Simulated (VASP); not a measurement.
```yaml
crystal:
  lattice:
    - [0.00000, 1.79050, 1.79050]
    - [1.79050, 0.00000, 1.79050]
    - [1.79050, 1.79050, 0.00000]
  atoms:
    - { symbol: C, position: [0.00000, 0.00000, 0.00000] }
    - { symbol: C, position: [0.25000, 0.25000, 0.25000] }
```

Level of theory: r2SCAN meta-GGA, VASP's PBE PAW potentials (set 64) (plane waves; VASP). Settings: 600 eV cut-off, 12×12×12 Γ-centred mesh, Gaussian smearing of 0.050 eV, potentials C.

Question: Predict the energy per atom (σ→0), pressure.

Answer: 
- energy per atom (σ→0) = -9.830 eV/atom
- pressure = -72.9 kbar

The compound is C in the diamond structure. This cell was strained or had an atom moved on purpose.
